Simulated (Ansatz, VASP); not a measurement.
# Cross-check of SrTiO3 between VASP and Ansatz, part 2 of 2

One calculation is typed for both programs; each brings its own data sets. How far apart do they land? The cell is taken from a series of runs on this material, whose earlier steps may have relaxed, scaled, displaced or heated it; both programs get it as it stands.

VASP 6.6.1 and Ansatz 0.2.0.

So far: Starting point; VASP: relaxation of cell and atoms, r2SCAN.

## (3) Ansatz: relaxation of cell and atoms, r2SCAN

Level of this step: Ansatz beside VASP: Kohn-Sham DFT, plane waves, r2SCAN (Ansatz).

Ansatz runs on its PAW soft_1 files.

The same cell, functional, mesh and smearing now go to Ansatz.

input.yaml reads:

```yaml
crystal:
  lattice:
    - [3.905, 0.0, 0.0]
    - [0.0, 3.905, 0.0]
    - [0.0, 0.0, 3.905]
  atoms:
    - { symbol: Sr, position: [0.0, 0.0, 0.0] }
    - { symbol: Ti, position: [0.5, 0.5, 0.5] }
    - { symbol: O, position: [0.5, 0.5, 0.0] }
    - { symbol: O, position: [0.5, 0.0, 0.5] }
    - { symbol: O, position: [0.0, 0.5, 0.5] }
kpoints:
  mp_grid: { grid: [7, 7, 7] }
scf:
  occupations: { method: fermi_dirac, width: 0.02 }
hamiltonian:
  xc: r2scan
  pseudopotentials: { kind: paw, azcp: { folder: soft_1 } }
basis:
  ecutwfc: 600
output:
  forces: true
  stress: true
  write_density: true
  write_potential: true
  elf: true
  volumetric_format: npy
relax:
  f_tol: 0.005
  max_steps: 70
  cell: { stress_tol: 0.02, p_target: 0 }
```

Command:

```console
> ansatz run input.yaml --threads 4 --pin off --max-ram 10240MiB --backend cpu --events-out ev --progress --plain --runs-dir out
```

Numbers of over 12 decimals in the logs are rounded to 6 here.

The program printed:

```text
Engine: ansatz 0.2.0, aarch64-unknown-linux-gnu
Pseudopotentials: kind: paw
Pseudopotential: Sr, paw, valence charge 10, recommended cutoff 500 eV (meta_gga), soft_1/Sr.paw.azcp
Pseudopotential: Ti, paw, valence charge 12, recommended cutoff 500 eV (meta_gga), soft_1/Ti.paw.azcp
Pseudopotential: O, paw, valence charge 6, recommended cutoff 500 eV (meta_gga), soft_1/O.paw.azcp
Functional definition: r2SCAN
  parameter k0 = 0.174
  parameter k1 = 0.065
  parameter a1 = 4.9479
  exchange = r2scan_x(k0 = k0, k1 = k1, a1 = a1)
  correlation = r2scan_c
Crystal: 5 atoms, lattice volume = 59.547 Å³
Basis set: ecut = 600 eV, 1935 PW (Γ), exchange–correlation on 128×128×128 points (64 copies of the dense FFT grid, shifted against one another)
Bands: 25, of which v1, the nominal top of the filled ones, is band 20 counted from 1 (19 counted from 0)
Symmetry: 48 space group operations
Space group: Pm-3m (ITA 221), of the structure as read, at distance tolerance 3.9e-5 Å
k-points: 20 of 343
Non-local potential: Sr, projectors of the file, l = 0: 3, l = 1: 2, l = 2: 2
Non-local potential: Ti, projectors of the file, l = 0: 3, l = 1: 2, l = 2: 3, l = 3: 1
Non-local potential: O, projectors of the file, l = 0: 2, l = 1: 2, l = 2: 1
PAW form: soft (Blöchl's): semilocal exchange-correlation on the pseudo side does not see the compensation charge
PAW frozen core: Sr, regenerated for the run's functional (the file was generated under x = pbe(κ = 0.804, μ = 0.219515), c = pbe(β = 0.066725))
PAW frozen core: Ti, regenerated for the run's functional (the file was generated under x = pbe(κ = 0.804, μ = 0.219515), c = pbe(β = 0.066725))
PAW frozen core: O, regenerated for the run's functional (the file was generated under x = pbe(κ = 0.804, μ = 0.219515), c = pbe(β = 0.066725))
PAW one-centre angular grid: Sr, 302 points (default); XC on 160 Gauss nodes
PAW one-centre angular grid: Ti, 590 points (default); XC on 160 Gauss nodes
PAW one-centre angular grid: O, 302 points (default); XC on 160 Gauss nodes
Initial density: superposition of atomic densities (chi_scale 0.1, normalization cell, long waves kept (reshape's long-wave potential 0.00 eV rms))
Initial wavefunctions: pseudopotential atomic-orbital guess
Functional: x = r2scan, c = r2scan; τ floored in thin density (d = 2e-4 eV/Å³)
SCF iter   1: F=—  HF=-7774.430427 eV  |F-HF|=—  |Δ(HF+E_count)|=         —  Δρ=5.74e-2  dr2=2.02e0  dr2_τ=3.39e-1  ethr=3.10e-3  ⟨swp⟩=7.5  Hψ=2596  notcnv=0
preconditioner: auto → Resta (q_TF=auto, 2.553 Å⁻¹)  ε∞=4.6  [insulator: Δε(μ)=3.018 eV  Ē_g=13.914 eV  σ=0.020 eV  W_gap=1.00  n_scr=18 (ndim 8)  ℏωp=26.4 eV  f_vac=0.000  D(μ)=0.00/eV (n_scr^D=0)  ε∞_Penn≈4.6]
SCF iter   2: F=—  HF=-7774.688371 eV  |F-HF|=—  |Δ(HF+E_count)|=   2.58e-1  Δρ=3.13e-2  dr2=3.93e-1  dr2_τ=4.71e-2  ethr=3.10e-3  ⟨swp⟩=3.1  Hψ=1142  notcnv=0  defer=20
SCF iter   3: F=—  HF=-7774.746174 eV  |F-HF|=—  |Δ(HF+E_count)|=   5.78e-2  Δρ=1.46e-2  dr2=1.35e-1  dr2_τ=1.04e-2  ethr=9.83e-4  ⟨swp⟩=2.1  Hψ=810  notcnv=0  defer=20
SCF iter   4: F=—  HF=-7774.746908 eV  |F-HF|=—  |Δ(HF+E_count)|=   7.34e-4  Δρ=4.85e-3  dr2=1.03e-2  dr2_τ=1.44e-3  ethr=3.37e-4  ⟨swp⟩=2.2  Hψ=869  notcnv=0  defer=20
SCF iter   5: F=—  HF=-7774.747968 eV  |F-HF|=—  |Δ(HF+E_count)|=   1.06e-3  Δρ=1.21e-3  dr2=6.06e-4  dr2_τ=6.68e-5  ethr=2.57e-5  ⟨swp⟩=2.2  Hψ=757  notcnv=0  defer=20
SCF iter   6: F=—  HF=-7774.748143 eV  |F-HF|=—  |Δ(HF+E_count)|=   1.75e-4  Δρ=1.62e-4  dr2=1.30e-5  dr2_τ=1.43e-6  ethr=1.51e-6  ⟨swp⟩=2.1  Hψ=746  notcnv=0  defer=20
SCF iter   7: F=—  HF=-7774.748157 eV  |F-HF|=—  |Δ(HF+E_count)|=   1.39e-5  Δρ=3.97e-5  dr2=8.31e-7  dr2_τ=5.79e-8  ethr=3.25e-8  ⟨swp⟩=2.1  Hψ=802  notcnv=0  defer=20
SCF iter   8: F=-7774.748157 eV  HF=-7774.748157 eV  |F-HF|=4.21e-8  |Δ(HF+E_count)|=   1.95e-7  Δρ=9.46e-6  dr2=6.38e-8  dr2_τ=4.98e-9  ethr=2.50e-10  ⟨swp⟩=10.5  Hψ=3853  notcnv=0
SCF 1 converged in 8 iterations: F = -7774.748157 eV  dr2 = 6.38e-8
  greatest PAW one-centre occupation: 1.000 electrons in one spin orbital (limit 2), on the Ti atom at site 1 (counted from 0), in its partial waves of l = 0
relax step   1: F+E_penalty+E_count = -7774.74815721 eV  Δ(F+E_penalty+E_count) = +0.000e0 eV  max|allowed force component| = 7.215e-29 eV/Å  Δτ_max = 0.0000 Å  P = +0.374 GPa  Ω = 59.547 Å³  (8 SCF iters, dr2 threshold 1.00e-7 eV, accepted)
[...]
relax step   2: F+E_penalty+E_count = -7774.74823361 eV  Δ(F+E_penalty+E_count) = -7.639e-5 eV  max|allowed force component| = 2.188e-29 eV/Å  Δτ_max = 0.0000 Å  P = +0.022 GPa  Ω = 59.657 Å³  energy of the carried Pulay correction = -5.921e-5 eV  (4 SCF iters, dr2 threshold 3.49e-7 eV, accepted)
[...]
relax step   3: F+E_penalty+E_count = -7774.74823043 eV  Δ(F+E_penalty+E_count) = +3.182e-6 eV  max|allowed force component| = 1.089e-29 eV/Å  Δτ_max = 0.0000 Å  P = +0.000 GPa  Ω = 59.664 Å³  energy of the carried Pulay correction = -6.290e-5 eV  (5 SCF iters, dr2 threshold 1.20e-9 eV, accepted)
[...]
relax step   4: F+E_penalty+E_count = -7774.74830641 eV  Δ(F+E_penalty+E_count) = -7.598e-5 eV  max|allowed force component| = 1.094e-29 eV/Å  Δτ_max = 0.0000 Å  P = +0.001 GPa  Ω = 59.664 Å³  stress off target by 1.28e-3 GPa  SCF on the basis re-selected at this cell (its energy is not comparable with the rows above)  (6 SCF iters)
basis re-selected at this cell: Δ(F+E_penalty+E_count) = -7.598e-5 eV, ΔP = +0.001 GPa vs the last step (what re-selecting the basis moved, of the pressure what is left beyond the Pulay correction that the steps carried, after the strain that the cell walked since its last selection, with what the two solves' SCF thresholds leave and, on support functions, any second-order correction that the steps lacked; it is no m [...]
SCF converged after 6 iterations
Free energy (F): -7774.748306 eV
Harris-Foulkes:  -7774.748306 eV  (|F-HF|=1.82e-12)
Internal energy: -7774.748306 eV  (E = F + TS)
E sigma→0 (E₀):  -7774.748306 eV
Fermi energy:    10.712138 eV
--- Per-component energies (eV) ---
  E_band       = -243.372485
  E_kinetic    = 1025.899685
  E_local      = -2455.828086  (includes V_loc(G=0)·N_el)
  E_nonlocal   = 442.836048
  E_hartree    = 851.093146
  E_xc         = -494.993590
  E_vxc        = -644.622635  (∫ρ·V_xc dr)
  E_paw        = -4253.846946  (= ΣΔE_a)
  E_vpaw       = -353.022146  (= ΣTr[D̂ρ^β])
  E_aug_tail   = 0.000569  (compensation charges beyond the density's cutoff)
  E_vtau       = 39.177765  (kinetic-family band-sum trace: ∫τ·v_τ [+ j·A + Jᵃ·Aᵃ] dr)
  E_ewald      = -2889.413816
  E_core_change = -0.495316  (= ΣΔE_core)
  E_smearing   = -0.000000  (= −TS)
  E_closure    = -0.000000  (closes the sum)
  Σ components = -7774.748306   (vs F -7774.748306, Δ=0.00e0)
--- Forces (eV/Å), atoms counted from 1 ---
  atom   1  Sr     0.00000000    -0.00000000     0.00000000
  atom   2  Ti     0.00000000     0.00000000     0.00000000
  atom   3  O      0.00000000     0.00000000     0.00000000
  atom   4  O      0.00000000     0.00000000     0.00000000
  atom   5  O     -0.00000000     0.00000000    -0.00000000
  max |Σ_I F_I| component: 1.89e-29 eV/Å
--- Stress (GPa, compression-positive) ---
        0.001282      -0.000000       0.000000
       -0.000000       0.001282      -0.000000
        0.000000      -0.000000       0.001282
  P = ⅓ Tr σ = 0.0013 GPa (0.013 kbar)
--- Band table (eV; the first three rows and the last of 20) ---
  k-point 0: bands = [... 16 lower, 8.3987, 9.2451, 9.2451, 9.2451, 11.8700, 11.8700, 11.8700, 14.2422, ... 1 higher]
  k-point 1: bands = [... 16 lower, 8.2334, 8.6552, 9.1270, 9.1270, 11.8980, 12.2912, 12.2912, 14.2461, ... 1 higher]
  k-point 2: bands = [... 16 lower, 7.7272, 7.8988, 8.9651, 8.9651, 11.9628, 13.0938, 13.0938, 14.2520, ... 1 higher]
  k-point 19: bands = [... 16 lower, 5.8877, 9.4545, 9.4545, 9.5376, 14.3363, 14.3493, 14.3493, 17.4984, ... 1 higher]
--- Relaxed structure (3 steps of the walk, 3 accepted, 1 SCFs on fresh bases) ---
  F+E_penalty+E_count = -7774.74830641 eV   max|allowed force component| = 1.094e-29 eV/Å   (the final SCF, on the basis selected at the relaxed cell)
  cell:  # Å, volume = 59.6643 Å³
    - [3.907552, 0, 0]
    - [0, 3.907552, 0]
    - [0, 0, 3.907552]
  atoms:
    - { symbol: Sr, position: [0, 0, 0] }
    - { symbol: Ti, position: [0.5, 0.5, 0.5] }
    - { symbol: O, position: [0.5, 0.5, 0] }
    - { symbol: O, position: [0.5, 0, 0.5] }
    - { symbol: O, position: [0, 0.5, 0.5] }
```

The column dr2 measures how far the density is from self-consistency, as an energy; F and HF (Harris–Foulkes) agree once it is small.

## (4) Differences

Known differences besides the potentials themselves: VASP keeps PBE cores, Ansatz makes them for the functional; the cutoff is 600 eV in Ansatz and 660 eV in VASP; Ansatz adds a Pulay correction to the stress that steers its cell, VASP none; in our runs with r2SCAN, forces from VASP's data set Ti_sv part from Ansatz's all-electron ones, so neither program is the reference here. Total energies have different zeros and are not compared.

The two programs side by side:

| quantity | Ansatz | VASP | difference |
| --- | --- | --- | --- |
| volume (Å³) | 59.66 | 59.86 | -0.32 % |
| edge a after relaxation, in the typed setting (Å) | 3.908 | 3.912 | -0.11 % |

## (5) Results

```
difference in volume (relaxation of cell and atoms, r2SCAN) : -0.32 %
```

The difference in volume is -0.32 % (relaxation of cell and atoms, r2SCAN), within the 1.2 % picked in this series as the mark of a large difference, as far as the stopping tolerances let one tell. Such differences can come from data sets, numerical settings and the points named under the comparisons, not from the functional's error against experiment.

[Lines on the potential files, build, host, timing and source positions are cut from VASP's logs without a mark.]

[Logs are printed without paths, hosts, clocks, repeated set-up lines and the standing remarks that a program may print on its own settings, such as how far it seeks lower states.]

[Hosts, paths, dates, database ids (printed as entryN), source tags and the programs' standing remarks are cut or masked in the printed files.]
